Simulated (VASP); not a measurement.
Input:

```
CELL_PARAMETERS angstrom
      0.00000     3.29151     3.29151
      3.29151     0.00000     3.29151
      3.29151     3.29151     0.00000
ATOMIC_POSITIONS crystal
  Ni 0.00000 0.00000 0.00000
  I  0.25000 0.25000 0.25000
  I  0.75000 0.75000 0.75000
```
Starting moments (μB, in the order of the record's atoms Ni I I): 2.0 0.0 0.0.

Level of theory: PBE GGA, VASP's PBE PAW potentials (set 64) (plane waves; VASP). Numerical set-up: 300 eV cut-off, 5×5×5 Γ-centred mesh, Fermi-Dirac smearing of 0.14 eV, potentials Ni I.

At this cut-off the stress carries a Pulay error, which pulls relaxed volumes low. Energy and stress use the plane-wave basis of the starting cell.

The ions, cell shape and volume are relaxed. Give the cell that the relaxation ends in.

```
CELL_PARAMETERS angstrom
      0.00000     3.49032     3.49032
      3.49032     0.00000     3.49032
      3.49032     3.49032     0.00000
ATOMIC_POSITIONS crystal
  Ni 0.00000 0.00000 0.00000
  I  0.25000 0.25000 0.25000
  I  0.75000 0.75000 0.75000
```
Space group Fm-3m (225), at a tolerance of 0.03 Å. The cell ends with 0.00 μB, on the sites 0.00 0.00 0.00 μB.

How do energy and volume change from the first to the last step?

The energy (σ→0) changes by -107.4 meV/atom and the volume by +19.2 %, in 10 ionic steps.

The structure was generated: NiI2 was put into an ordered model structure, which need not be its known phase. This run relaxes it. Symmetry was kept, so distortions that lower it aren't found. The k-mesh is coarse (spacing up to 0.31 per Å, 2π included), so the numbers may not be converged in it. The run is one of a series of settings (EDIFFG = -0.01, IBRION = 2, ISIF = 3, NSW = 50 against the base run), some of them coarse on purpose.
